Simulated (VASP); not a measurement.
VASP input:

**INCAR**
```
SYSTEM  =  ZrN
PREC  =  Accurate; ENCUT  =  400; LREAL  =  .FALSE.
LASPH  =  .TRUE.
EDIFF  =  1E-6; NELM  =  100; ALGO  =  Normal
LMAXMIX  =  4
ISMEAR  =  -1; SIGMA  =  0.05
GGA  =  PE
IBRION  =  2; NSW  =  50; ISIF  =  3
EDIFFG  =  -0.01
LWAVE  =  .FALSE.; LCHARG  =  .FALSE.
```

POSCAR:
```
ZrN
1
    0.0000000000     2.3399210000     2.3399210000
    2.3399210000     0.0000000000     2.3399210000
    2.3399210000     2.3399210000     0.0000000000
Zr N
1 1
Direct
  0.5000000000   0.5000000000   0.5000000000
  0.0000000000   0.0000000000   0.0000000000
```

**KPOINTS**
```
K-points
0
gamma
  8 8 8
```

POTCAR, in this order: Zr_sv N (PBE.64 set). Program: vasp_std.

Question: Translate this PBE calculation to Quantum ESPRESSO's pw.x.

Answer: One equivalent input (not run):
```
&CONTROL
  calculation = 'vc-relax'
  pseudo_dir = './pseudo'
  outdir = './out'
  tprnfor = .true.
  tstress = .true.
  nstep = 50
  forc_conv_thr = 0.00039
/
&SYSTEM
  ibrav = 0
  nat = 2
  ntyp = 2
  ecutwfc = 84
  occupations = 'smearing'
  smearing = 'fermi-dirac'
  degauss = 0.003675
  input_dft = 'pbe'
/
&ELECTRONS
  conv_thr = 7.3e-08
  electron_maxstep = 100
/
&IONS
/
&CELL
/
ATOMIC_SPECIES
  Zr 91.224 Zr.upf
  N 14.007 N.upf
CELL_PARAMETERS angstrom
     0.0000000    2.3399210    2.3399210
     2.3399210    0.0000000    2.3399210
     2.3399210    2.3399210    0.0000000
ATOMIC_POSITIONS crystal
  Zr   0.5000000  0.5000000  0.5000000
  N    0.0000000  0.0000000  0.0000000
K_POINTS automatic
  8 8 8 0 0 0
```
The two are equivalent in intent, not identical: the potentials are each code's own (VASP's PAW set, PseudoDojo norm-conserving files in pw.x), so ENCUT and ecutwfc are chosen apart and not converted; conv_thr bounds pw.x's estimated SCF error, while EDIFF bounds the energy change between steps; forc_conv_thr acts on force components and is met together with etot_conv_thr.

The structure comes from a computed database's ZrN entry; how it stands against other phases isn't given here. This run relaxes it. Symmetry was kept, so distortions that lower it aren't found. The run is one of a series of settings (EDIFFG = -0.01, IBRION = 2, ISIF = 3, NSW = 50 against the base run), some of them coarse on purpose.
